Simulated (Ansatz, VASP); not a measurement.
# Ti (Titanium): VASP beside Ansatz

One calculation is typed for both programs; each brings its own data sets. How far apart do they land? The structure shown comes from an earlier Ansatz run, which isn't shown and may have moved the atoms alone.

Program: Ansatz 0.2.0. Level of theory: plane waves, with VASP 6.6.1 beside it; elastic constants at PBE with D3(BJ). Results are calculated unless marked as measured.

## 1. The starting structure

It takes space group P6_3/mmc (No. 194, hexagonal). The conventional cell has a = 2.888 Å, b = 2.888 Å, c = 4.585 Å, α = 90.00°, β = 90.00°, γ = 120.00°. Nearest to Ti lie 12 Ti at 2.83 to 2.89 Å.

## 2. Ansatz: elastic constants, PBE with D3(BJ)

Ansatz runs on its default PAW (the set named soft_2) files.

Elastic constants are differences of stresses under small strains, so they test the stress and the mesh.

Input file input.yaml:

```yaml
crystal:
  lattice:
    - [2.8881575254, 0.0, 0.0]
    - [-1.4440787627, 2.5012177872, 0.0]
    - [0.0, 0.0, 4.5848760374]
  atoms:
    - { symbol: Ti, position: [0.3333333333, 0.6666666667, 0.25] }
    - { symbol: Ti, position: [0.6666666667, 0.3333333333, 0.75] }
kpoints:
  mp_grid: { grid: [21, 21, 12] }
hamiltonian:
  xc: pbe
  dispersion: d3bj
scf:
  occupations: { method: fermi_dirac, width: 0.15 }
output:
  forces: true
  stress: true
  eigenvalues: true
elastic:
  mode: relaxed_ion
  amplitude: 0.01
```

Started as:

```console
ansatz run input.yaml --threads 8 --pin off --max-ram 14336MiB --backend cpu --events-out ev --progress --plain --runs-dir out
```

Numbers of over 12 decimals in the logs are rounded to 6 here.

What it wrote:

```text
band count auto-derived: 18 (N_el = 24.0; filled up to band 12; 16 by the electrons, moments and atoms)
Engine: ansatz 0.2.0, x86_64-unknown-linux-gnu
Pseudopotentials: kind: paw
Pseudopotential: Ti, paw, valence charge 12, recommended cutoff 420 eV (normal), Ti.paw.azcp
Functional definition: PBE
  parameter kappa = 0.804
  parameter beta = 0.066725
  exchange = pbe_x(kappa = kappa, mu = beta*pi^2/3)
  correlation = pbe_c(beta = beta)
Crystal: 2 atoms, lattice volume = 33.121 Å³
Basis set: ecut = 420 eV, 627 PW (Γ), exchange–correlation on 40×40×64 points (8 copies of the dense FFT grid, shifted against one another)
Bands: 18, of which v1, the nominal top of the filled ones, is band 12 counted from 1 (11 counted from 0)
Symmetry: 24 space group operations
Space group: P63/mmc (ITA 194), of the structure as read, at distance tolerance 3.2e-5 Å
k-points: 336 of 5292
Non-local potential: Ti, projectors of the file, l = 0: 3, l = 1: 2, l = 2: 3, l = 3: 1
PAW form: soft (Blöchl's): semilocal exchange-correlation on the pseudo side does not see the compensation charge
PAW one-centre angular grid: Ti, 590 points (default); XC on 64 Gauss nodes
Initial density: superposition of atomic densities (neutral atoms: chi_scale 0, normalization atom), corrected by the library's trained network
Initial wavefunctions: pseudopotential atomic-orbital guess
Functional: x = pbe(κ = 0.804, μ = 0.219515), c = pbe(β = 0.066725)
SCF iter   1: F=—  HF=-5000.650963 eV  |F-HF|=—  |Δ(HF+E_count)|=         —  Δρ=3.70e-3  dr2=1.80e-3  ethr=1.77e-3  ⟨swp⟩=4.1  Hψ=24585  notcnv=0
preconditioner: auto → none  [metal: Δε(μ)=0.010 eV  Ē_g=3.598 eV  σ=0.150 eV  W_gap=0.02  n_scr=8 (ndim 8)  ℏωp=18.2 eV  f_vac=0.000  D(μ)=2.27/eV (n_scr^D=22)  sad-step TF]
SCF iter   2: F=—  HF=-5000.650676 eV  |F-HF|=—  |Δ(HF+E_count)|=   2.86e-4  Δρ=2.04e-3  dr2=6.28e-4  ethr=7.49e-6  ⟨swp⟩=1.0  Hψ=8749  notcnv=0
SCF iter   3: F=—  HF=-5000.650900 eV  |F-HF|=—  |Δ(HF+E_count)|=   2.23e-4  Δρ=1.94e-4  dr2=6.11e-6  ethr=2.62e-6  ⟨swp⟩=2.0  Hψ=7429  notcnv=0
SCF iter   4: F=—  HF=-5000.650881 eV  |F-HF|=—  |Δ(HF+E_count)|=   1.88e-5  Δρ=4.94e-5  dr2=7.17e-7  ethr=2.55e-8  ⟨swp⟩=2.2  Hψ=9835  notcnv=0
SCF iter   5: F=—  HF=-5000.650881 eV  |F-HF|=—  |Δ(HF+E_count)|=   4.49e-7  Δρ=9.70e-6  dr2=1.81e-8  ethr=2.99e-9  ⟨swp⟩=2.2  Hψ=9926  notcnv=0
SCF iter   6: F=—  HF=-5000.650881 eV  |F-HF|=—  |Δ(HF+E_count)|=   2.34e-9  Δρ=1.09e-6  dr2=1.33e-10  ethr=7.52e-11  ⟨swp⟩=2.8  Hψ=11466  notcnv=0
SCF iter   7: F=—  HF=-5000.650881 eV  |F-HF|=—  |Δ(HF+E_count)|=  1.49e-10  Δρ=1.10e-7  dr2=1.70e-12  ethr=5.53e-13 (applied; sched 1.00e-12)  ⟨swp⟩=2.3  Hψ=8177  notcnv=0
SCF iter   8: F=-5000.650881 eV  HF=-5000.650881 eV  |F-HF|=1.82e-12  |Δ(HF+E_count)|=  3.64e-12  Δρ=1.07e-8  dr2=1.14e-14  ethr=1.00e-12  ⟨swp⟩=4.0  Hψ=17781  notcnv=0
SCF 1 converged in 8 iterations: F = -5000.650881 eV  dr2 = 1.14e-14
  greatest PAW one-centre occupation: 0.999 electrons in one spin orbital (limit 2), on the Ti atom at site 1 (counted from 0), in its partial waves of l = 0
Crystal: 2 atoms, lattice volume = 32.458 Å³
Basis set: ecut = 420 eV, 619 PW (Γ), exchange–correlation on 40×40×64 points (8 copies of the dense FFT grid, shifted against one another)
Symmetry: 8 space group operations
k-points: 847 of 5292
Initial density: handed on by an earlier stage of this run
Initial wavefunctions: pseudopotential atomic-orbital guess (no wavefunctions were taken with the density)
iter 1 solved again at ethr=1.99e-3 eV; its pass at ethr=3.10e-3 eV (dr2=4.79e-1 eV) is discarded
SCF iter   1: F=—  HF=-5000.814308 eV  |F-HF|=—  |Δ(HF+E_count)|=         —  Δρ=4.93e-2  dr2=4.79e-1  ethr=1.99e-3  ⟨swp⟩=1.0  Hψ=83721  notcnv=0
preconditioner: auto → none  [metal: Δε(μ)=0.003 eV  Ē_g=3.878 eV  σ=0.150 eV  W_gap=0.00  n_scr=8 (ndim 8)  ℏωp=18.4 eV  f_vac=0.000  D(μ)=1.99/eV (n_scr^D=22)]
[...]
SCF 37 converged in 7 iterations: F = -5000.649375 eV  dr2 = 3.15e-15
relax step   3: F+E_penalty+E_count = -5000.64937459 eV  Δ(F+E_penalty+E_count) = -5.199e-8 eV  max|allowed force component| = 1.744e-5 eV/Å  Δτ_max = 0.0002 Å  (7 SCF iters, accepted)
[...]
SCF iter   8: F=—  HF=-5000.649375 eV  |F-HF|=—  |Δ(HF+E_count)|=    0.00e0  Δρ=4.54e-8  dr2=2.07e-13  ethr=2.49e-15 (applied; sched 1.00e-12)  ⟨swp⟩=1.0  Hψ=25146  notcnv=0
iter 9 did not close the SCF: its close was put off for the readings that it lacked (scf_convergence_deferred on its scf_iter line)
SCF iter   9: F=-5000.649375 eV  HF=-5000.649375 eV  |F-HF|=2.73e-12  |Δ(HF+E_count)|=  1.82e-12  Δρ=1.76e-8  dr2=3.12e-14  ethr=8.64e-16 (applied; sched 1.00e-12)  ⟨swp⟩=1.2  Hψ=26130  notcnv=0
iter 10 did not close the SCF: its close was put off for the readings that it lacked (scf_convergence_deferred on its scf_iter line)
SCF iter  10: F=-5000.649375 eV  HF=-5000.649375 eV  |F-HF|=3.64e-12  |Δ(HF+E_count)|=    0.00e0  Δρ=1.93e-10  dr2=2.73e-17  ethr=4.17e-16 (applied; sched 1.00e-12)  ⟨swp⟩=1.0  Hψ=25150  notcnv=0
iter 11 did not close the SCF: its close was put off for the readings that it lacked (scf_convergence_deferred on its scf_iter line)
[...]
SCF 38 converged in 13 iterations: F = -5000.649375 eV  dr2 = 5.51e-20
SCF converged after 8 iterations
Free energy (F): -5000.650881 eV
Harris-Foulkes:  -5000.650881 eV  (|F-HF|=1.82e-12)
Internal energy: -5000.472030 eV  (E = F + TS)
E sigma→0 (E₀):  -5000.561455 eV
Entropy (-TS):   -0.178850 eV (-89.425 meV/atom)
Fermi energy:    14.106975 eV
--- Per-component energies (eV) ---
  E_band       = -294.994734
  E_kinetic    = 547.505175
  E_local      = -1573.595043  (includes V_loc(G=0)·N_el)
  E_nonlocal   = 16.414012
  E_hartree    = 651.076827
  E_xc         = -195.772668
  E_vxc        = -245.013164  (∫ρ·V_xc dr)
  E_paw        = -2095.595662  (= ΣΔE_a)
  E_vpaw       = -342.459586  (= ΣTr[D̂ρ^β])
  E_aug_tail   = 0.000219  (compensation charges beyond the density's cutoff)
  E_ewald      = -2349.239941
  E_disp       = -1.264950  (pairwise vdW)
  E_smearing   = -0.178850  (= −TS)
  E_closure    = 0.000000  (closes the sum)
  Σ components = -5000.650881   (vs F -5000.650881, Δ=0.00e0)
--- Forces (eV/Å), atoms counted from 1 ---
  atom   1  Ti     0.00000000    -0.00000000     0.00000000
  atom   2  Ti     0.00000000     0.00000000     0.00000000
  max |Σ_I F_I| component: 5.55e-17 eV/Å
--- Stress (GPa, compression-positive) ---
       -0.000834      -0.000000       0.000000
        0.000000      -0.000834       0.000000
        0.000000       0.000000      -0.000339
  P = ⅓ Tr σ = -0.0007 GPa (-0.007 kbar)
--- Band table (eV; the first three rows and the last of 336) ---
  k-point 0: bands = [... 8 lower, 7.8629, 11.3519, 14.9578, 14.9578, 15.0292, 15.0803, 15.4906, 15.4906, ... 2 higher]
  k-point 1: bands = [... 8 lower, 7.9242, 11.3281, 14.9180, 14.9263, 14.9263, 15.0453, 15.4559, 15.4559, ... 2 higher]
  k-point 2: bands = [... 8 lower, 8.1057, 11.2414, 14.6485, 14.8609, 14.8609, 14.9442, 15.3619, 15.3619, ... 2 higher]
  k-point 335: bands = [... 8 lower, 12.8433, 12.8433, 13.0229, 13.0229, 13.9503, 13.9503, 15.9208, 15.9208, ... 2 higher]
--- Elastic constants: 3 strain directions × 4 members + reference (group order 24) ---
  dense FFT box of the reference and of every strained cell: 20×20×32
  strains applied: 11, 33, 23; error gains: componentwise 1.00 (the most a stress slope's error grows in a printed constant), spectral 1.41 (1 for all six strains in a standard setting)
  pairwise dispersion correction: d3bj (s6 = 1.0, s8 = 0.7875, a1 = 0.4289, a2_bohr = 4.4407), with the weights of each atom's references fixed at the reference crystal's, and the forces and stress that the weights' published response gives there kept as a pressure on the atom's counted neighbours (hamiltonian.dispersion)
  C = ∂σ_k/∂η_j (tension-positive GPa; Voigt order 11 22 33 23 13 12):
       159.033    113.465     81.468      0.000      0.000      0.000
       113.465    159.033     81.468      0.000      0.000      0.000
        81.467     81.467    198.716      0.000      0.000      0.000
         0.000      0.000      0.000     36.503      0.000      0.000
         0.000      0.000      0.000      0.000     36.503      0.000
        -0.000      0.000      0.000      0.000      0.000     22.784
  reference stress σ⁰ (GPa):      0.001      0.001      0.000     -0.000     -0.000      0.000
  C* (energy form; C + prestress term) asymmetry max|C*_kj − C*_jk| = 1.800e-3 GPa — a small one proves nothing (zero by symmetry where the batch's group is 432, −43m or m−3m); a large one is finite-difference/SCF noise where every solve meets its electron count
  moduli (Voigt/Reuss/Hill, GPa): K = 118.84/118.80/118.82   G = 35.18/31.25/33.22   E = 91.15   ν = 0.372
  mechanically stable: yes (min eigenvalue of sym C = 22.78 GPa)
  harmonic check of the ions' relaxations: strain 23: 1 pair too noisy to judge
  the stresses are not corrected for the forces that the relaxations left standing (`elastic.f_tol`)
  strain η (Voigt 11):  stress-route row diagonal C_11 = 159.03 GPa, energy-path curvature d²(F+E_count+ΔE)/dδ²/Ω₀ = 159.03 GPa
    cells at ±δ against ±2δ: C21 113.33 and 112.92 GPa, apart by 0.26 % of the column's largest entry
         δ    σ_11 (GPa)             F (eV)   n_scf  n_hpsi   n_pw
    -2.000e-2      -3.3708       -5000.6440443      12  295158    649   relax 4 steps, max|allowed force component| 1.83e-5 eV/Å
    -1.000e-2      -1.6385       -5000.6492056      12  295935    661   relax 3 steps, max|allowed force component| 9.38e-6 eV/Å
     1.000e-2       1.5414       -5000.6492681      12  297105    681   relax 3 steps, max|allowed force component| 2.98e-5 eV/Å
     2.000e-2       2.9844       -5000.6445723      12  299020    686   relax 4 steps, max|allowed force component| 3.02e-6 eV/Å
  strain η (Voigt 33):  stress-route row diagonal C_33 = 198.72 GPa, energy-path curvature d²(F+E_count+ΔE)/dδ²/Ω₀ = 198.71 GPa
    cells at ±δ against ±2δ: C23 81.54 and 81.76 GPa, apart by 0.11 % of the column's largest entry
         δ    σ_33 (GPa)             F (eV)   n_scf  n_hpsi   n_pw
    -2.000e-2      -4.1682       -5000.6423995       7  105347    651   relax 0 steps, max|allowed force component| 3.33e-16 eV/Å
    -1.000e-2      -2.0357       -5000.6487943       5   99093    663   relax 0 steps, max|allowed force component| 9.25e-17 eV/Å
     1.000e-2       1.9384       -5000.6488593       5  100646    675   relax 0 steps, max|allowed force component| 1.02e-16 eV/Å
     2.000e-2       3.7784       -5000.6429324       6   90302    679   relax 0 steps, max|allowed force component| 3.89e-16 eV/Å
  strain η (Voigt 23):  stress-route row diagonal C_44 = 36.50 GPa, energy-path curvature d²(F+E_count+ΔE)/dδ²/Ω₀ = 36.50 GPa
    cells at ±δ against ±2δ: C44 36.46 and 36.33 GPa, apart by 0.35 % of the column's largest entry
         δ    σ_23 (GPa)             F (eV)   n_scf  n_hpsi   n_pw
    -2.000e-2      -0.7267       -5000.6493746      13  516198    667   relax 3 steps, max|allowed force component| 1.74e-5 eV/Å
    -1.000e-2      -0.3646       -5000.6505036      12  489403    669   relax 2 steps, max|allowed force component| 9.56e-6 eV/Å
     1.000e-2       0.3646       -5000.6505036      12  492191    669   relax 3 steps, max|allowed force component| 2.07e-6 eV/Å
     2.000e-2       0.7267       -5000.6493746      13  516253    667   relax 3 steps, max|allowed force component| 1.74e-5 eV/Å
```

(Continued in part 2 of 2.)

[Lines on the potential files, build, host, timing and source positions are cut from VASP's logs without a mark.]

[Logs are printed without paths, hosts, clocks, repeated set-up lines and the standing remarks that a program may print on its own settings, such as how far it seeks lower states.]

[Hosts, paths, dates, database ids (printed as entryN), source tags and the programs' standing remarks are cut or masked in the printed files.]
